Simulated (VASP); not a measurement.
Here is the system:

```
TiB2
1.0
    1.54530    -2.67654     0.00000
    1.54530     2.67654     0.00000
    0.00000     0.00000     3.29460
Ti B
1 2
Cartesian
  0.00000   0.00000   0.00000
  1.54530   0.89218   1.64730
  1.54530  -0.89218   1.64730
```

Computed with PBE GGA, VASP's PBE PAW potentials (set 64) (plane waves; VASP 6.6.1). Settings: 800 eV cut-off, 10×10×8 Γ-centred mesh, first-order Methfessel-Paxton smearing of 0.10 eV, potentials Ti_sv B.

Q: Estimate the energy per atom (σ→0), pressure, band gap (on the k-mesh) with the smallest direct gap where there is one.

A: 
```json
{
  "band gap (on the k-mesh)": "none (metal, semimetal or under 0.01 eV)",
  "energy per atom (σ→0)": "-8.119 eV/atom",
  "pressure": "-132.6 kbar"
}
```

The compound is TiB2 in the AlB2 type structure. The cell was not relaxed at this level. The run is one of a series of settings (ENCUT = 800 against the base run), some of them coarse on purpose.
